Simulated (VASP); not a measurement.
Consider the following.

```
CELL_PARAMETERS angstrom
      1.11625    -1.93340     0.00000
      1.11625     1.93340     0.00000
      0.00000     0.00000     3.52955
ATOMIC_POSITIONS crystal
  Be 0.33333 0.66667 0.25000
  Be 0.66667 0.33333 0.75000
```

Method: PBE GGA, VASP's PBE PAW potentials (set 64) (plane waves; VASP 6.6.1). Settings: 500 eV cut-off, 19×19×10 Γ-centred mesh, first-order Methfessel-Paxton smearing of 0.10 eV, potentials Be.

Question: What does the run give for the energy per atom (σ→0), pressure, band gap (on the k-mesh) with the smallest direct gap where there is one?

Answer: 
- band gap (on the k-mesh): none (metal, semimetal or under 0.01 eV)
- energy per atom (σ→0): -3.765 eV/atom
- pressure: 4.99 GPa

The compound is Be in the hcp structure. It was relaxed first under an external pressure of 5 GPa.
